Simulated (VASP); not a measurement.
VASP input:

File KPOINTS:
```
Automatic mesh
0
Gamma
10 10 10
0 0 0
```

### INCAR
```
! general
SYSTEM=Li2O
PREC  =Accurate
ENCUT =520
LREAL =F
LASPH =T

! electronic loop
EDIFF =1E-7
NELM  =100
ALGO  =Normal

! smearing
ISMEAR=0
SIGMA =0.05

! ions
ISIF  =2

! output
LWAVE =F
LCHARG=F
```

### POSCAR
```
Li2O
4.494660
  0.0000000000   0.5000000324   0.5000000324
  0.5000000324   0.0000000000   0.5000000324
  0.5000000324   0.5000000324   0.0000000000
Li O
2 1
Cartesian
  0.2500000162   0.2500000162   0.2500000162
  0.7500000486   0.7500000486   0.7500000486
  0.0000000000   0.0000000000   0.0000000000
```

POTCAR, in this order: Li_sv O (LDA.64 set). Program: vasp_std.

Task: Write an equivalent input for Ansatz.

Result: One equivalent input (not run):
Ansatz 0.2 input:
```yaml
crystal:
  lattice:
    - [0.0000000, 2.2473301, 2.2473301]
    - [2.2473301, 0.0000000, 2.2473301]
    - [2.2473301, 2.2473301, 0.0000000]
  atoms:
    - { symbol: Li, position: [0.2500000, 0.2500000, 0.2500000] }
    - { symbol: Li, position: [0.7500000, 0.7500000, 0.7500000] }
    - { symbol: O, position: [0.0000000, 0.0000000, 0.0000000] }
kpoints:
  mp_grid: { grid: [10, 10, 10] }
hamiltonian:
  xc: lda
  pseudopotentials: { kind: paw }
scf:
  occupations: { method: gaussian, width: 0.05 }
  max_iter: 100
output: { forces: true, stress: true, eigenvalues: true }
```
Limits of the translation: each code has its own PAW files, so the cut-off isn't converted (ENCUT is set for VASP's; basis.ecutwfc is left out, and Ansatz then takes the one that its files recommend); Ansatz stops its SCF on the density residual and VASP on the energy change (EDIFF); Ansatz's lda is the Perdew-Wang form, while the LDA potentials of VASP carry Perdew-Zunger's.

The compound is Li2O in the antifluorite structure. It was relaxed first, which changed the volume by -8 %.
